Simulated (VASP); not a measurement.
Computed with PBE GGA, VASP's PBE PAW potentials (set 64) (plane waves; VASP).

A VASP calculation is set up with these files.

POSCAR:
```
Be
1
    1.1450000000    -1.9831980000     0.0000000000
    1.1450000000     1.9831980000     0.0000000000
    0.0000000000     0.0000000000     3.5800000000
Be
2
Direct
  0.3333330000   0.6666670000   0.2500000000
  0.6666670000   0.3333330000   0.7500000000
```

**KPOINTS**
```
Automatic mesh
0
G
 6 6 4
```

**INCAR**
```
PREC = Accurate
ENCUT = 300   ! plane-wave cut-off (eV)
LREAL = .False.   ! projection in real space or not
LWAVE = .False.
EDIFF = 1E-6
LASPH = .True.   ! aspherical one-centre terms
SYSTEM = Be
GGA = PE   ! PBE
ALGO = Normal   ! blocked Davidson
NELM = 100   ! most electronic steps
ISMEAR = -1   ! Fermi-Dirac
SIGMA = 0.1
ISIF = 2   ! forces and stress, cell fixed
LCHARG = .False.
```

POTCAR, in this order: Be (PBE.64 set). Program: vasp_std.

The run wrote:

### OUTCAR
```
 ion  position               nearest neighbor table
   1  0.333  0.667  0.250-   2 2.23   2 2.23   2 2.23   2 2.23   2 2.23   2 2.23
   2  0.667  0.333  0.750-   1 2.23   1 2.23   1 2.23   1 2.23   1 2.23   1 2.23
  LATTYP: Found a hexagonal cell.
 ALAT       =     2.2899998487
 C/A-ratio  =     1.5633188806
 Subroutine PRICEL returns:
 Original cell was already a primitive cell.
 Subroutine GETGRP returns: Found 24 space group operations
The static configuration has the point symmetry D_3d.
 The point group associated with its full space group is D_6h.
The dynamic configuration has the point symmetry D_3d.
 Subroutine INISYM returns: Found 24 space group operations
 Subroutine IBZKPT returns following result:
 Found     21 irreducible k-points:

 Following reciprocal coordinates:
            Coordinates               Weight
  0.000000  0.000000  0.000000      1.000000
  0.166667 -0.000000  0.000000      6.000000
  0.333333 -0.000000  0.000000      6.000000
  0.500000  0.000000  0.000000      3.000000
  0.166667  0.166667  0.000000      6.000000
  0.333333  0.166667  0.000000     12.000000
  0.333333  0.333333  0.000000      2.000000
  0.000000  0.000000  0.250000      2.000000
  0.166667 -0.000000  0.250000     12.000000
  0.333333 -0.000000  0.250000     12.000000
  0.500000  0.000000  0.250000      6.000000
  0.166667  0.166667  0.250000     12.000000
  0.333333  0.166667  0.250000     24.000000
  0.333333  0.333333  0.250000      4.000000
  0.000000  0.000000  0.500000      1.000000
  0.166667 -0.000000  0.500000      6.000000
  0.333333 -0.000000  0.500000      6.000000
  0.500000  0.000000  0.500000      3.000000
  0.166667  0.166667  0.500000      6.000000
  0.333333  0.166667  0.500000     12.000000
  0.333333  0.333333  0.500000      2.000000
   k-points           NKPTS =     21   k-points in BZ     NKDIM =     21   number of bands    NBANDS=      6
...
```

OSZICAR:
```
       N       E                     dE             d eps       ncg     rms          rms(c)
DAV:   1    -0.527447021256E+01   -0.52745E+01   -0.13591E+03   264   0.355E+02
DAV:   2    -0.752517957918E+01   -0.22507E+01   -0.22072E+01   402   0.380E+01
DAV:   3    -0.753390853149E+01   -0.87290E-02   -0.87280E-02   348   0.219E+00
DAV:   4    -0.753391248596E+01   -0.39545E-05   -0.39540E-05   330   0.497E-02
DAV:   5    -0.753391248689E+01   -0.93310E-09   -0.14779E-08   342   0.485E-04    0.119E+00
DAV:   6    -0.749028797867E+01    0.43625E-01   -0.53431E-03   282   0.944E-01    0.728E-01
DAV:   7    -0.747232277194E+01    0.17965E-01   -0.60857E-03   288   0.984E-01    0.251E-02
DAV:   8    -0.747230027982E+01    0.22492E-04   -0.11877E-05   336   0.378E-02    0.886E-03
DAV:   9    -0.747229916598E+01    0.11138E-05   -0.26398E-06   306   0.194E-02    0.891E-04
DAV:  10    -0.747229895651E+01    0.20947E-06   -0.77963E-09   186   0.981E-04
   1 F= -.74722990E+01 E0= -.74697676E+01  d E =-.506272E-02
```

**OUTCAR**
```
------------------------ aborting loop because EDIFF is reached ----------------------------------------
  FORCE on cell =-STRESS in cart. coord.  units (eV):
  Direction    XX          YY          ZZ          XY          YZ          ZX
  --------------------------------------------------------------------------------------
  Total        0.0514953      0.0514952     -0.8992513      0.0000000      0.0000000     -0.0000000
  in kB        5.0744999      5.0744990    -88.6149691      0.0000000      0.0000000     -0.0000000
  external PRESSURE =     -26.1553234 kB  Pullay stress =       0.0000000 kB
  volume of cell :       16.26
      direct lattice vectors                 reciprocal lattice vectors
     1.145000000 -1.983198000  0.000000000     0.436681223 -0.252118044  0.000000000
     1.145000000  1.983198000  0.000000000     0.436681223  0.252118044  0.000000000
     0.000000000  0.000000000  3.580000000     0.000000000  0.000000000  0.279329609
 POSITION                                       TOTAL-FORCE (eV/Angst)
 -----------------------------------------------------------------------------------
      1.14500      0.66107      0.89500        -0.000000      0.000000      0.000000
      1.14500     -0.66107      2.68500         0.000000     -0.000000      0.000000
 -----------------------------------------------------------------------------------
    total drift:                                0.000000     -0.000003      0.000004
  FREE ENERGIE OF THE ION-ELECTRON SYSTEM (eV)
  ---------------------------------------------------
  free  energy   TOTEN  =        -7.4722989565 eV

  energy  without entropy=       -7.4672362329  energy(sigma->0) =       -7.46976759
```
(Selected blocks of OUTCAR.)

At this cut-off the stress carries a Pulay error, which pulls relaxed volumes low.

The structure is a typed Be crystal (P6_3/mmc). The cell was not relaxed at this level. The k-mesh is coarse (spacing up to 0.53 per Å, 2π included), so the numbers may not be converged in it. The run is one of a series of settings (KPOINTS 6×6×4 Γ-centred mesh against the base run), some of them coarse on purpose.
